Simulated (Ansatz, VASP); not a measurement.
## Ge: VASP beside Ansatz

Aim: how closely do two programs agree when they are given the same cell, functional and k mesh? The structure shown is frame 32 of Ansatz's trajectory.

Main program and level: Ansatz 0.2.0; plane waves, with VASP 6.6.1 beside it; single point at PBE.

### Step 1. Set-up

The cell holds 61 atoms: 61 Ge. Its edges and angles: a = 11.099 Å, b = 11.099 Å, c = 11.099 Å, α = 90.0°, β = 90.0°, γ = 90.0°. As first built, before any earlier steps moved the atoms (in the runner's words): 61 atoms (61 Ge) placed at random at 5.38 g/cm^3, melted at 3500 K for 10 ps at fixed volume with the Tersoff potential (Tersoff, Phys. Rev. B 39, 5566 (1989)). Quenched from 3500 K to 100 K at 5 K/ps and fixed volume, held 5 ps, then minimised at fixed cell.

### Step 2. Ansatz: dynamics, PBE

Ansatz runs on its default PAW (the set named soft_2) files.

One frame of this run of dynamics is then solved in both programs, so the motion causes no difference.

Contents of input.yaml:

```yaml
crystal:
  lattice:
    - [11.0988, 0.0, 0.0]
    - [0.0, 11.0988, 0.0]
    - [0.0, 0.0, 11.0988]
  atoms:
    - { symbol: Ge, position: [0.86395, 0.69006, 0.51904] }
    - { symbol: Ge, position: [0.18642, 0.78725, 0.1209] }
    - { symbol: Ge, position: [0.4683, 0.89072, 0.34933] }
    - { symbol: Ge, position: [0.54561, 0.61026, 0.08755] }
    - { symbol: Ge, position: [0.9667, 0.04655, 0.54788] }
    - { symbol: Ge, position: [0.60681, 0.55506, 0.72397] }
    - { symbol: Ge, position: [0.07166, 0.96524, 0.20623] }
    - { symbol: Ge, position: [0.10964, 0.45069, 0.12803] }
    - { symbol: Ge, position: [0.9779, 0.82418, 0.81869] }
    - { symbol: Ge, position: [0.50158, 0.09602, 0.24707] }
    - { symbol: Ge, position: [0.52257, 0.28329, 0.36713] }
    - { symbol: Ge, position: [0.99903, 0.83388, 0.60465] }
    - { symbol: Ge, position: [0.15622, 0.25124, 0.5438] }
    - { symbol: Ge, position: [0.45414, 0.41174, 0.03293] }
    - { symbol: Ge, position: [0.77398, 0.9576, 0.03566] }
    - { symbol: Ge, position: [0.34836, 0.3613, 0.5699] }
    - { symbol: Ge, position: [0.91801, 0.49468, 0.61248] }
    - { symbol: Ge, position: [0.87773, 0.28397, 0.3291] }
    - { symbol: Ge, position: [0.5991, 0.08327, 0.04868] }
    - { symbol: Ge, position: [0.80697, 0.39626, 0.9653] }
    - { symbol: Ge, position: [0.4294, 0.95693, 0.98834] }
    - { symbol: Ge, position: [0.38241, 0.48238, 0.38166] }
    - { symbol: Ge, position: [0.25616, 0.09524, 0.0092] }
    - { symbol: Ge, position: [0.61613, 0.00965, 0.4892] }
    - { symbol: Ge, position: [0.71896, 0.41315, 0.60252] }
    - { symbol: Ge, position: [0.41196, 0.79607, 0.14018] }
    - { symbol: Ge, position: [0.52539, 0.67379, 0.40199] }
    - { symbol: Ge, position: [0.86975, 0.70328, 0.29705] }
    - { symbol: Ge, position: [0.76394, 0.79973, 0.87375] }
    - { symbol: Ge, position: [0.66497, 0.23786, 0.72324] }
    - { symbol: Ge, position: [0.44035, 0.89258, 0.78052] }
    - { symbol: Ge, position: [0.65567, 0.70679, 0.57834] }
    - { symbol: Ge, position: [0.31093, 0.39758, 0.86876] }
    - { symbol: Ge, position: [0.19546, 0.75647, 0.55483] }
    - { symbol: Ge, position: [0.30096, 0.72106, 0.74444] }
    - { symbol: Ge, position: [0.81215, 0.06786, 0.38892] }
    - { symbol: Ge, position: [0.30711, 0.37748, 0.19572] }
    - { symbol: Ge, position: [0.67986, 0.58981, 0.26732] }
    - { symbol: Ge, position: [0.12642, 0.49913, 0.91855] }
    - { symbol: Ge, position: [0.394, 0.52195, 0.7168] }
    - { symbol: Ge, position: [0.2934, 0.16202, 0.21927] }
    - { symbol: Ge, position: [0.03954, 0.11607, 0.05227] }
    - { symbol: Ge, position: [0.70198, 0.3994, 0.37883] }
    - { symbol: Ge, position: [0.93128, 0.03484, 0.88152] }
    - { symbol: Ge, position: [0.03265, 0.4018, 0.45536] }
    - { symbol: Ge, position: [0.79411, 0.06215, 0.70541] }
    - { symbol: Ge, position: [0.9472, 0.30573, 0.12304] }
    - { symbol: Ge, position: [0.35833, 0.05746, 0.66294] }
    - { symbol: Ge, position: [0.86174, 0.91508, 0.23431] }
    - { symbol: Ge, position: [0.07515, 0.63522, 0.23679] }
    - { symbol: Ge, position: [0.25024, 0.18947, 0.81028] }
    - { symbol: Ge, position: [0.64502, 0.89042, 0.69372] }
    - { symbol: Ge, position: [0.61747, 0.276, 0.94366] }
    - { symbol: Ge, position: [0.14699, 0.71826, 0.90799] }
    - { symbol: Ge, position: [0.69491, 0.59583, 0.92458] }
    - { symbol: Ge, position: [0.50707, 0.19342, 0.57593] }
    - { symbol: Ge, position: [0.29522, 0.93749, 0.48259] }
    - { symbol: Ge, position: [0.03969, 0.19299, 0.73673] }
    - { symbol: Ge, position: [0.96613, 0.39758, 0.80578] }
    - { symbol: Ge, position: [0.15545, 0.07651, 0.38932] }
    - { symbol: Ge, position: [0.17943, 0.57625, 0.41876] }
kpoints:
  mp_grid: { grid: [1, 1, 1] }
hamiltonian:
  xc: pbe
scf:
  occupations: { method: gaussian, width: 0.05 }
output:
  forces: true
md:
  timestep: 2.0
  n_steps: 96
  ensemble: nvt_nose_hoover
  temperature: 300
  initial_velocities: maxwell_boltzmann
  seed: 2745
```

Command:

```
> ansatz run input.yaml --threads 4 --pin off --max-ram 8192MiB --backend cpu --events-out ev --progress --plain --runs-dir out
```

Numbers of over 12 decimals in the logs are rounded to 6 here.

What it wrote:

```text
Warning: md: disabling space-group detection — thermal motion breaks the input geometry's symmetry, so no spatial operation reduces the k-mesh or symmetrises the density; time reversal is kept, so that k and −k are solved as one point where they differ and the mesh holds both, and exact exchange and, on two spinor components, a DFT+U term hold to it where the run has them: on two components no moment then forms, and  [...]
Engine: ansatz 0.2.0, aarch64-unknown-linux-gnu
Pseudopotentials: kind: paw
Pseudopotential: Ge, paw, valence charge 14, recommended cutoff 420 eV (normal), Ge.paw.azcp
Functional definition: PBE
  parameter kappa = 0.804
  parameter beta = 0.066725
  exchange = pbe_x(kappa = kappa, mu = beta*pi^2/3)
  correlation = pbe_c(beta = beta)
Crystal: 61 atoms, lattice volume = 1367.187 Å³
Basis set: ecut = 420 eV, 26745 PW (Γ), exchange–correlation on 150×150×150 points (8 copies of the dense FFT grid, shifted against one another)
Bands: 513, of which v1, the nominal top of the filled ones, is band 427 counted from 1 (426 counted from 0)
Symmetry: 1 space group operations
k-points: 1
Non-local potential: Ge, projectors of the file, l = 0: 2, l = 1: 2, l = 2: 3, l = 3: 1
PAW form: soft (Blöchl's): semilocal exchange-correlation on the pseudo side does not see the compensation charge
PAW one-centre angular grid: Ge, 590 points (default); XC on 64 Gauss nodes
Initial density: superposition of atomic densities (neutral atoms: chi_scale 0, normalization atom), corrected by the library's trained network
Initial wavefunctions: pseudopotential atomic-orbital guess
Functional: x = pbe(κ = 0.804, μ = 0.219515), c = pbe(β = 0.066725)
SCF iter   1: F=—  HF=-261978.016830 eV  |F-HF|=—  |Δ(HF+E_count)|=         —  Δρ=4.22e-3  dr2=6.52e-1  ethr=1.77e-3  ⟨swp⟩=5.0  Hψ=1681  notcnv=0  defer=52
preconditioner: auto → Resta (q_TF=auto, 2.522 Å⁻¹)  ε∞=2.7  [insulator: Δε(μ)=0.190 eV  Ē_g=22.293 eV  σ=0.050 eV  W_gap=0.99  n_scr=364 (ndim 8)  ℏωp=29.3 eV  f_vac=0.076  D(μ)=1.21/eV (n_scr^D=0)  ε∞_Penn≈2.7]
SCF iter   2: F=—  HF=-261977.878067 eV  |F-HF|=—  |Δ(HF+E_count)|=   1.39e-1  Δρ=2.19e-3  dr2=1.73e-1  ethr=7.63e-5  ⟨swp⟩=2.0  Hψ=614  notcnv=0  defer=79
preconditioner: auto → LDOS  [insulator: Δε(μ)=0.133 eV  Ē_g=22.272 eV  σ=0.050 eV  W_gap=0.94  n_scr=364 (ndim 8)  ℏωp=29.3 eV  f_vac=0.077  D(μ)=7.80/eV (n_scr^D=26)  ε∞_Penn≈2.7  β→1.0]
SCF iter   3: F=—  HF=-261977.862598 eV  |F-HF|=—  |Δ(HF+E_count)|=   1.55e-2  Δρ=9.16e-4  dr2=5.68e-2  ethr=2.03e-5  ⟨swp⟩=2.0  Hψ=868  notcnv=0  defer=79
SCF iter   4: F=—  HF=-261977.855479 eV  |F-HF|=—  |Δ(HF+E_count)|=   7.12e-3  Δρ=2.89e-4  dr2=5.25e-3  ethr=6.65e-6  ⟨swp⟩=2.0  Hψ=538  notcnv=0  defer=79
SCF iter   5: F=—  HF=-261977.855182 eV  |F-HF|=—  |Δ(HF+E_count)|=   2.97e-4  Δρ=1.09e-4  dr2=5.13e-4  ethr=6.15e-7  ⟨swp⟩=2.0  Hψ=537  notcnv=0  defer=79
SCF iter   6: F=—  HF=-261977.855220 eV  |F-HF|=—  |Δ(HF+E_count)|=   3.81e-5  Δρ=3.80e-5  dr2=3.25e-5  ethr=6.00e-8  ⟨swp⟩=2.0  Hψ=537  notcnv=0  defer=79
SCF iter   7: F=—  HF=-261977.854480 eV  |F-HF|=—  |Δ(HF+E_count)|=   7.40e-4  Δρ=1.51e-5  dr2=8.24e-6  ethr=3.80e-9  ⟨swp⟩=2.0  Hψ=636  notcnv=0  defer=79
SCF iter   8: F=—  HF=-261977.854483 eV  |F-HF|=—  |Δ(HF+E_count)|=   3.17e-6  Δρ=5.34e-6  dr2=9.79e-7  ethr=9.65e-10  ⟨swp⟩=2.0  Hψ=557  notcnv=0  defer=79
SCF iter   9: F=—  HF=-261977.854483 eV  |F-HF|=—  |Δ(HF+E_count)|=   4.81e-7  Δρ=2.31e-6  dr2=2.24e-7  ethr=1.15e-10  ⟨swp⟩=2.0  Hψ=557  notcnv=0  defer=79
SCF iter  10: F=-261977.854483 eV  HF=-261977.854483 eV  |F-HF|=4.66e-10  |Δ(HF+E_count)|=   7.38e-8  Δρ=9.43e-7  dr2=2.99e-8  ethr=7.14e-12  ⟨swp⟩=4.0  Hψ=1404  notcnv=0
SCF 1 converged in 10 iterations: F = -261977.854483 eV  dr2 = 2.99e-8
  greatest PAW one-centre occupation: 0.998 electrons in one spin orbital (limit 2), on the Ge atom at site 23 (counted from 0), in its partial waves of l = 2
md step     0: t =     0.00 fs  T =   300.0 K  F+E_penalty+E_count = -261977.85448325 eV  E_kin = 2.326680 eV  conserved = -261975.52780327 eV  (10 SCF iters)
[... from here on, the SCF cycles and remarks between the steps are left out ...]
md step    86: t =   172.00 fs  T =   309.8 K  F+E_penalty+E_count = -261977.35498983 eV  E_kin = 2.402844 eV  conserved = -261975.52642759 eV  (2 SCF iters)
md step    87: t =   174.00 fs  T =   310.3 K  F+E_penalty+E_count = -261977.35830232 eV  E_kin = 2.406884 eV  conserved = -261975.52649892 eV  (3 SCF iters)
md step    88: t =   176.00 fs  T =   310.9 K  F+E_penalty+E_count = -261977.36226803 eV  E_kin = 2.411485 eV  conserved = -261975.52657715 eV  (3 SCF iters)
md step    89: t =   178.00 fs  T =   311.4 K  F+E_penalty+E_count = -261977.36565850 eV  E_kin = 2.415422 eV  conserved = -261975.52665610 eV  (2 SCF iters)
md step    90: t =   180.00 fs  T =   311.7 K  F+E_penalty+E_count = -261977.36722885 eV  E_kin = 2.417457 eV  conserved = -261975.52673006 eV  (8 SCF iters)
md step    91: t =   182.00 fs  T =   311.6 K  F+E_penalty+E_count = -261977.36580957 eV  E_kin = 2.416425 eV  conserved = -261975.52679321 eV  (3 SCF iters)
md step    92: t =   184.00 fs  T =   310.9 K  F+E_penalty+E_count = -261977.36039553 eV  E_kin = 2.411329 eV  conserved = -261975.52684063 eV  (3 SCF iters)
md step    93: t =   186.00 fs  T =   309.6 K  F+E_penalty+E_count = -261977.35022367 eV  E_kin = 2.401415 eV  conserved = -261975.52686895 eV  (3 SCF iters)
md step    94: t =   188.00 fs  T =   307.7 K  F+E_penalty+E_count = -261977.33483411 eV  E_kin = 2.386238 eV  conserved = -261975.52687493 eV  (3 SCF iters)
md step    95: t =   190.00 fs  T =   305.0 K  F+E_penalty+E_count = -261977.31410895 eV  E_kin = 2.365694 eV  conserved = -261975.52685786 eV  (2 SCF iters)
md step    96: t =   192.00 fs  T =   301.7 K  F+E_penalty+E_count = -261977.28828683 eV  E_kin = 2.340038 eV  conserved = -261975.52681902 eV  (8 SCF iters)
SCF converged after 8 iterations
Free energy (F): -261977.288287 eV
Harris-Foulkes:  -261977.288287 eV  (|F-HF|=7.10e-9)
Internal energy: -261977.288287 eV  (E = F + TS)
E sigma→0 (E₀):  -261977.288287 eV
Fermi energy:    8.409740 eV
--- Per-component energies (eV) ---
  E_band       = -8996.240460
  E_kinetic    = 6801.344616
  E_local      = -151359.854024  (includes V_loc(G=0)·N_el)
  E_nonlocal   = 25490.225362
  E_hartree    = 66508.241889
  E_xc         = -4614.706412
  E_vxc        = -3945.861309  (∫ρ·V_xc dr)
  E_paw        = -123162.999037  (= ΣΔE_a)
  E_vpaw       = -18998.593885  (= ΣTr[D̂ρ^β])
  E_aug_tail   = 0.019579  (compensation charges beyond the density's cutoff)
  E_ewald      = -81639.560259
  E_smearing   = -0.000000  (= −TS)
  E_closure    = -0.000000  (closes the sum)
  Σ components = -261977.288287   (vs F -261977.288287, Δ=0.00e0)
--- Forces (eV/Å), atoms counted from 1 ---
  atom   1  Ge    -0.36848926     0.08357360    -0.02360385
  atom   2  Ge    -0.25039060    -0.38483895    -0.34170087
  atom   3  Ge     0.00952255     0.64605532     0.34021484
  atom   4  Ge    -0.12700227    -0.63109842     0.28033724
  atom   5  Ge     0.17114508     0.96825142    -0.25234769
  atom   6  Ge     0.47495515     0.34688017    -0.28064085
  atom   7  Ge     0.01111893     0.41480084     0.79216443
  atom   8  Ge     0.36855173     0.40723096     0.58813764
  atom   9  Ge     0.07182631    -0.58313907    -0.33145152
  atom  10  Ge    -0.67981771    -0.04367500     0.34854690
  atom  11  Ge    -0.33729320     0.28095412    -0.58643415
  atom  12  Ge     0.43837498    -0.70986199     0.24256599
  atom  13  Ge    -0.24992346    -0.05816536     0.15351524
  atom  14  Ge     0.25533353     0.13853022     0.11224493
  atom  15  Ge     0.05318495    -0.13579074     0.06397842
  atom  16  Ge     0.09855690    -0.37128071     0.08409418
  atom  17  Ge     0.48861352    -0.90305840     0.35162701
  atom  18  Ge     0.05008818    -0.21796402    -0.18411641
  atom  19  Ge     0.21444811    -0.00254662    -0.25274727
  atom  20  Ge     0.19830429     0.42037234    -0.22946271
  atom  21  Ge    -0.34504845    -0.44651248     0.28531535
  atom  22  Ge     0.84649696    -0.50469610    -0.22874950
  atom  23  Ge     0.56157518     0.09912454     0.06157716
  atom  24  Ge     0.07788399    -0.78029135     0.31780045
[...]
atom  54  Ge    -0.07563653     0.51313495     0.18873492
  atom  55  Ge     0.51453423    -0.04079775     0.29828337
  atom  56  Ge     0.60676265     0.68917521     0.24958486
  atom  57  Ge    -0.03405972    -0.38287652    -0.05270418
  atom  58  Ge    -0.37533305     0.17519179    -0.12891152
  atom  59  Ge    -0.59243461    -0.18418652    -0.82680683
  atom  60  Ge    -0.53648615    -0.36768683     0.49421141
  atom  61  Ge    -0.10058229     0.51252083     0.25090412
  max |Σ_I F_I| component: 1.22e-5 eV/Å
--- MD trajectory: 96 steps, t = 0.0 → 192.0 fs ---
  final state: T = 301.7 K   F+E_penalty+E_count = -261977.28828683 eV   E_kin = 2.340038 eV
  conserved energy: peak-to-peak 2.093e-3 eV (3.432e-5 eV/atom) over 192.0 fs
```

(Continued in part 2 of 2.)

[Lines on the potential files, build, host, timing and source positions are cut from VASP's logs without a mark.]

[Logs are printed without paths, hosts, clocks, repeated set-up lines and the standing remarks that a program may print on its own settings, such as how far it seeks lower states.]

[Hosts, paths, dates, database ids (printed as entryN), source tags and the programs' standing remarks are cut or masked in the printed files.]
